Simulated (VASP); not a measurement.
# Cr2HN (P6/mmm) in VASP: single point with PBE+U

Aim: the single point of Cr2HN with PBE+U.

All numbers are computed with VASP 6.6.1; they aren't measurements. Logs are shortened: lines on timing, memory, paths and dates and some standing lists are left out, and cuts for length are marked.

## (1) The crystal as given

The structure is hexagonal, space group P6/mmm (No. 191). Conventional cell: a = 3.854 Å, b = 3.854 Å, c = 2.606 Å, α = 90.00°, β = 90.00°, γ = 120.00°. Cr (site symmetry -6m2) is surrounded by 3 N at 2.23 Å and 3 Cr at 2.23 Å. H (site symmetry 6/mmm) is surrounded by 2 N at 1.30 Å. N (site symmetry 6/mmm) has 2 H at 1.30 Å as nearest neighbours.

The cell was built by a generator and needn't be a form met in nature.

## (2) Single point, PBE+U, collinear spin, ferromagnetic start

Contents of run.py:

```python
from ase.calculators.vasp import Vasp
from ase.dft.bandgap import bandgap
from ase.io import read

atoms = read('Cr2HN.cif')
atoms.set_initial_magnetic_moments([3.0, 3.0, 0.0, 0.0])
calc = Vasp(
    directory='calc',
    xc='pbe',
    pp='PBE',
    setups='recommended',
    prec='Accurate',
    encut=520,
    ediff=1e-06,
    ismear=0,
    sigma=0.01,
    lreal=False,
    lasph=True,
    nelm=120,
    algo='Fast',
    isif=2,
    lwave=False,
    lcharg=False,
    ispin=2,
    lorbit=11,
    lmaxmix=4,
    ldautype=1,
    ldauprint=1,
    ldau_luj={'Cr': {'L': 2, 'U': 3.5, 'J': 1.0}},
    kpts=[8, 8, 10],
    gamma=True,
    nbands=27,
)
atoms.calc = calc

print('energy (eV):', atoms.get_potential_energy())
print('free energy (eV):', atoms.get_potential_energy(force_consistent=True))
print('forces (eV/A):')
print(atoms.get_forces())
print('stress (eV/A^3, Voigt):', atoms.get_stress())
print('Fermi level (eV):', calc.get_fermi_level())
print('moment (muB):', atoms.get_magnetic_moment())
print('site moments (muB):', atoms.get_magnetic_moments())
gap, top, bottom = bandgap(calc)
print('band gap (eV):', gap, 'from (spin, k, band)', top, 'to', bottom)
```

Contents of Cr2HN.cif:

```cif
data_Cr2HN
_cell_length_a 3.85395000
_cell_length_b 3.85394871
_cell_length_c 2.60562000
_cell_angle_alpha 90.00000000
_cell_angle_beta 90.00000000
_cell_angle_gamma 119.99992525
_space_group_name_H-M_alt 'P1'
_space_group_name_Hall 'P 1'
_space_group_IT_number 1
loop_
_space_group_symop_operation_xyz
'x,y,z'
loop_
_atom_site_label
_atom_site_type_symbol
_atom_site_symmetry_multiplicity
_atom_site_Wyckoff_symbol
_atom_site_fract_x
_atom_site_fract_y
_atom_site_fract_z
_atom_site_occupancy
Cr1 Cr 1 a 0.3333300000 0.6666700000 0.0000000000 1
Cr2 Cr 1 a 0.6666700000 0.3333300000 0.0000000000 1
H1 H 1 a 0.0000000000 0.0000000000 0.5000000000 1
N1 N 1 a 0.0000000000 0.0000000000 0.0000000000 1
```

Potentials or basis: VASP PAW PBE potentials, release 64 (Cr_pv, H, N).

Command:

```sh
$ python run.py
```

Standard output:

```text
energy (eV): -21.83559515
free energy (eV): -21.83564
forces (eV/A):
[[ 0.00069273 -0.00039995  0.        ]
 [-0.00069273  0.00039995  0.        ]
 [ 0.          0.          0.        ]
 [ 0.          0.          0.        ]]
stress (eV/A^3, Voigt): [-3.97480244e-02 -3.97498462e-02  1.65728268e-02 -0.00000000e+00
 -0.00000000e+00 -1.60846811e-06]
Fermi level (eV): 9.37335938
moment (muB): 0.345427
site moments (muB): [0.168 0.168 0.001 0.011]
band gap (eV): 0.0 from (spin, k, band) (None, None, None) to (None, None, None)
```

OUTCAR:

```text
ENCUT = 520.000000
   EDIFF = 1.00e-06
   GGA = PE
   PREC = Accurate
   ISIF = 2
   ISMEAR = 0
   ISPIN = 2
   LORBIT = 11
   NELM = 120
   LASPH = .TRUE.
   LREAL = .FALSE.

 ion  position               nearest neighbor table
   1  0.333  0.667  0.000-   4 2.23   2 2.23   2 2.23   4 2.23   4 2.23   2 2.23
   2  0.667  0.333  0.000-   4 2.23   1 2.23   1 2.23   4 2.23   4 2.23   1 2.23
   3  0.000  0.000  0.500-   4 1.30   4 1.30
   4  0.000  0.000  0.000-   3 1.30   3 1.30   1 2.23   2 2.23   1 2.23   2 2.23   2 2.23   1 2.23

  LATTYP: Found a hexagonal cell.
 ALAT       =     3.8539500000
 C/A-ratio  =     0.6760907640

  Lattice vectors:

 A1 = (   3.8539500000,   0.0000000000,   0.0000000000)
 A2 = (  -1.9269700006,   3.3376200017,   0.0000000000)
 A3 = (   0.0000000000,   0.0000000000,   2.6056200000)

Analysis of symmetry for initial positions (statically):
=====================================================================
 Subroutine PRICEL returns:
 Original cell was already a primitive cell.

 Routine SETGRP: Setting up the symmetry group for a
 hexagonal supercell.

 Subroutine GETGRP returns: Found  8 space group operations
 (whereof  8 operations were pure point group operations)
 out of a pool of 24 trial point group operations.

The static configuration has the point symmetry D_2h.

Analysis of symmetry for dynamics (positions and initial velocities):
=====================================================================
 Subroutine PRICEL returns:
 Original cell was already a primitive cell.

 Routine SETGRP: Setting up the symmetry group for a
[... 243 lines left out ...]
  energy without entropy =      -21.83555029  energy(sigma->0) =      -21.83559515

 E-fermi :   9.3734     XC(G=0): -12.9686

 val. band max:        9.3696883785   @ k =  -0.1250   0.1250   0.2000
 cond. band min:       9.3994879623   @ k =  -0.1250   0.2500   0.5000
 fundamental gap:      0.0297995838
 Fermi energy:         9.3733593842

 spin component 1

 k-point     1 :       0.0000    0.0000    0.0000
  band No.  band energies     occupation
      1     -34.1881      1.00000
      2     -34.1878      1.00000
      3     -33.6560      1.00000
      4     -33.4100      1.00000
      5     -33.2082      1.00000
      6     -33.2082      1.00000
[... 1433 lines left out ...]
     26      17.1542      0.00000
     27      23.2546      0.00000

 [... further k-points ...]

------------------------ aborting loop because EDIFF is reached ----------------------------------------

  FORCE on cell =-STRESS in cart. coord.  units (eV):
  Direction    XX          YY          ZZ          XY          YZ          ZX
  --------------------------------------------------------------------------------------
  -------------------------------------------------------------------------------------
  Total        1.3321999      1.3322610     -0.5554570      0.0000539      0.0000000      0.0000000
  in kB       63.6833554     63.6862742    -26.5525957      0.0025771      0.0000000      0.0000000
  external PRESSURE =      33.6056780 kB  Pullay stress =       0.0000000 kB

 VOLUME and BASIS-vectors are now :
 -----------------------------------------------------------------------------
  energy-cutoff  :      520.00
  volume of cell :       33.52
      direct lattice vectors                 reciprocal lattice vectors
     3.853950000  0.000000000  0.000000000     0.259474046  0.149806959  0.000000000
    -1.926970001  3.337620002  0.000000000     0.000000000  0.299614695  0.000000000
     0.000000000  0.000000000  2.605620000     0.000000000  0.000000000  0.383785817

 POSITION                                       TOTAL-FORCE (eV/Angst)
 -----------------------------------------------------------------------------------
     -0.00002      2.22509      0.00000         0.000693     -0.000400      0.000000
      1.92700      1.11253      0.00000        -0.000693      0.000400      0.000000
      0.00000      0.00000      1.30281         0.000000      0.000000      0.000000
      0.00000      0.00000      0.00000         0.000000      0.000000      0.000000
 -----------------------------------------------------------------------------------
    total drift:                                0.000000      0.000000      0.000000

  FREE ENERGIE OF THE ION-ELECTRON SYSTEM (eV)
  ---------------------------------------------------
  free  energy   TOTEN  =       -21.8356399988 eV

  energy  without entropy=      -21.8355502924  energy(sigma->0) =      -21.83559515

 total charge

# of ion       s       p       d       tot
------------------------------------------
    1        0.361   6.343   4.381  11.085
    2        0.361   6.343   4.381  11.085
    3        0.454   0.078   0.000   0.532
    4        1.249   2.440   0.000   3.689
--------------------------------------------------
tot          2.424  15.205   8.761  26.391

 magnetization (x)

# of ion       s       p       d       tot
------------------------------------------
    1       -0.003  -0.003   0.174   0.168
    2       -0.003  -0.003   0.174   0.168
    3        0.002  -0.001   0.000   0.001
    4       -0.004   0.015   0.000   0.011
--------------------------------------------------
tot         -0.009   0.009   0.347   0.347
```

INCAR:

```text
ENCUT = 520.000000
SIGMA = 0.010000
EDIFF = 1.00e-06
ALGO = Fast
GGA = PE
PREC = Accurate
ISIF = 2
ISMEAR = 0
ISPIN = 2
LDAUPRINT = 1
LDAUTYPE = 1
LMAXMIX = 4
LORBIT = 11
NBANDS = 27
NELM = 120
LASPH = .TRUE.
LCHARG = .FALSE.
LWAVE = .FALSE.
LREAL = .FALSE.
LDAU = .TRUE.
LDAUL = 2 -1 -1
LDAUU = 3.500 0.000 0.000
LDAUJ = 1.000 0.000 0.000
MAGMOM = 2*3.0000 2*0.0000
```

It took 5.5 min on 1 thread of Intel Xeon Platinum 8488C (Sapphire Rapids), shared host; peak memory 0.29 GiB.

Results:

| Quantity | Value |
| --- | --- |
| Free energy | -21.8356 eV |
| Pressure | 3.4 GPa |
| Band gap on the k mesh | none (metal or under the smearing width) |
| Net moment | 0.35 μB per cell |
| Site moments | Cr +0.17; H +0.00; N +0.01 μB |
| Valence electrons inside the program's atomic spheres | Cr 11.09; H 0.53; N 3.69 |

Stress tensor (GPa, compression positive):
```
 6.37  0.00  0.00
 0.00  6.37  0.00
 0.00  0.00 -2.66
```

Eigenvalues of the final occupation matrices:
```tsv
site	spin	trace	eigenvalues
site 1 d	1	2.30	0.41 0.41 0.45 0.51 0.51
site 1 d	2	2.12	0.28 0.28 0.48 0.48 0.59
site 2 d	1	2.30	0.41 0.41 0.45 0.51 0.51
site 2 d	2	2.12	0.28 0.28 0.48 0.48 0.59
```

The state reached can hang on the start; a lower one may exist.

## (3) The reference run

An earlier run on the cell as given: functional PBE; potentials or basis VASP PAW PBE potentials, release 64 (Cr_pv, H, N); cutoff 520 eV; k mesh 8 × 8 × 10; occupations fermi-dirac, width 0.05 eV; collinear spin, ferromagnetic start; starting moments [3.0, 3.0, 0.0, 0.0] μB.

- Pressure: 0.0 GPa
- Band gap on the k mesh: none (metal or under the smearing width)
- Net moment: 0.00 μB per cell
- Valence electrons inside the program's atomic spheres: Cr 11.10; H 0.53; N 3.69
